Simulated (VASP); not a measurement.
Given:

```yaml
crystal:
  lattice:
    - [1.98344, 1.14514, 6.42804]
    - [-1.98344, 1.14514, 6.42804]
    - [0.00000, -2.29028, 6.42804]
  atoms:
    - { symbol: Cd, position: [0.00000, 0.00000, 0.00000] }
    - { symbol: Br, position: [0.74755, 0.74755, 0.74755] }
    - { symbol: Br, position: [0.25245, 0.25245, 0.25245] }
```

The numbers are results of PBEsol GGA with spin-orbit coupling, VASP's PBE PAW potentials (set 64) (plane waves; VASP), not measurements. Settings: 400 eV cut-off, 6×6×6 Γ-centred mesh, Gaussian smearing of 0.050 eV, potentials Cd Br.

### Question
Estimate the energy per atom (σ→0), band gap (over mesh and band path) with the smallest direct gap where there is one.

### Answer

```json
{
  "band gap (over mesh and band path)": "2.64 eV",
  "smallest direct gap (over mesh and band path)": "2.74 eV",
  "energy per atom (σ→0)": "-2.510 eV/atom"
}
```

The absolute energy has meaning only against runs of the same code, potentials and settings.

The structure comes from a computed database's CdBr2 entry (R-3m); how it stands against other phases isn't given here. It was relaxed first.
